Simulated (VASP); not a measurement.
Method: MS2 meta-GGA, VASP's PBE PAW potentials (set 64) (plane waves; VASP).

A VASP calculation is set up with these files.

POSCAR:
```
CoSi2
2.6022840
  0.0000000000   0.9999999868   0.9999999868
  0.9999999868   0.0000000000   0.9999999868
  0.9999999868   0.9999999868   0.0000000000
Co Si
1 2
Cartesian
  0.0000000000   0.0000000000   0.0000000000
  0.4999999934   0.4999999934   0.4999999934
  1.4999999802   1.4999999802   1.4999999802
```

**INCAR**
```
! general
SYSTEM =CoSi2
PREC   =Accurate
ENCUT  =520
LREAL  =.False.
LASPH  =.True.

! electronic loop
EDIFF  =1E-7
NELM   =100
ALGO   =Normal
LMAXMIX=4
LMIXTAU=.True.

! smearing
ISMEAR =1
SIGMA  =0.1

! functional
METAGGA=MS2

! ions
ISIF   =2

! output
LWAVE  =.False.
LCHARG =.False.
```

### KPOINTS
```
K-points
0
Gamma
 10 10 10
```

POTCAR, in this order: Co Si (PBE.64 set). Program: vasp_std.

### Question
Estimate the energy per atom (σ→0), pressure, band gap (on the k-mesh).

### Answer

| Property | Result |
|---|---|
| energy per atom (σ→0) | -10.034 eV/atom |
| band gap (on the k-mesh) | none (metal, semimetal or under 0.01 eV) |
| pressure | 13.93 GPa |

OSZICAR:
```
...
DAV:  18    -0.301018979012E+02    0.55206E-05   -0.44928E-06  1204   0.328E-02    0.111E-03
DAV:  19    -0.301018988211E+02   -0.91991E-06   -0.92712E-08   920   0.392E-03    0.112E-03
DAV:  20    -0.301018992866E+02   -0.46549E-06   -0.46447E-08   648   0.508E-03    0.343E-04
DAV:  21    -0.301018990483E+02    0.23837E-06   -0.18517E-08   612   0.243E-03    0.520E-04
DAV:  22    -0.301018987959E+02    0.25241E-06   -0.15434E-08   632   0.271E-03    0.932E-05
DAV:  23    -0.301018988995E+02   -0.10369E-06   -0.22170E-09   608   0.532E-04    0.690E-05
DAV:  24    -0.301018989556E+02   -0.56041E-07   -0.45855E-10   616   0.280E-04
   1 F= -.30101899E+02 E0= -.30101782E+02  d E =-.352178E-03
```

The compound is CoSi2 in the fluorite structure. This cell is one point of a volume scan, at 0.94 of the reference volume. The run is not spin-polarised, so no magnetic state was tried. The electron count is odd and the run is not spin-polarised, which forces a metal.
